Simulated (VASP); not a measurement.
Given:

```
P
1.0
    1.64937    -5.54189     0.00000
    1.64937     5.54189     0.00000
    0.00000     0.00000     4.52293
P
4
Direct
  0.09503   0.90497   0.91373
  0.40497   0.59503   0.41373
  0.59503   0.40497   0.58627
  0.90497   0.09503   0.08627
```

Calculation: PBE GGA, VASP's PBE PAW potentials (set 64) (plane waves; VASP). Numerical set-up: 480 eV cut-off, 6×6×6 Γ-centred mesh, Gaussian smearing of 0.050 eV, potentials P.

Without a dispersion term in the relaxation, distances and binding between the weakly bound layers, chains or molecules are unreliable, and so is what depends on them.

Q: Which forces act on the atoms, in eV/Å?

A: 
| atom | Fx | Fy | Fz |
|---|---|---|---|
| P1 | 0.000 | -0.100 | 0.060 |
| P2 | 0.000 | 0.100 | 0.060 |
| P3 | 0.000 | -0.100 | -0.060 |
| P4 | 0.000 | 0.100 | -0.060 |

Q: Give the stress tensor in GPa (positive for a compressed cell).

A: 
```
1.23  0.00  0.00
0.00  1.06  0.00
0.00  0.00  0.88
```
The pressure is its mean diagonal, 1.06 GPa.

The compound is P in the black structure. This cell was strained or had an atom moved on purpose.
